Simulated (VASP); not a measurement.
Consider the following.

```
SnSe2
1.0
    1.93211    -3.34652     0.00000
    1.93211     3.34652     0.00000
    0.00000     0.00000     8.90018
Sn Se
1 2
Direct
  0.00000   0.00000   0.00000
  0.33333   0.66667   0.17745
  0.66667   0.33333   0.82255
```

Computed with revPBE GGA, VASP's PBE PAW potentials (set 64) (plane waves; VASP 6.6.1). Numerical set-up: 520 eV cut-off, 7×7×3 Γ-centred mesh, Gaussian smearing of 0.050 eV, potentials Sn_d Se.

Without a dispersion term in the relaxation, distances and binding between the weakly bound layers, chains or molecules are unreliable, and so is what depends on them.

Question: The ions and cell shape at fixed volume are relaxed. Predict the relaxed structure.

Answer: 
```
SnSe2
1.0
    1.95135    -3.37984     0.00000
    1.95135     3.37984     0.00000
    0.00000     0.00000     8.72557
Sn Se
1 2
Direct
  0.00000   0.00000   0.00000
  0.33333   0.66667   0.18301
  0.66667   0.33333   0.81699
```
Space group P-3m1 (164), at a tolerance of 0.03 Å.

Question: How much energy does the relaxation gain?

Answer: The energy (σ→0) changes by -4.6 meV/atom, in 7 ionic steps.

The compound is SnSe2 in the 1T layered structure. This cell is one point of a volume scan, at 0.97 of the reference volume. Symmetry was kept, so distortions that lower it aren't found.
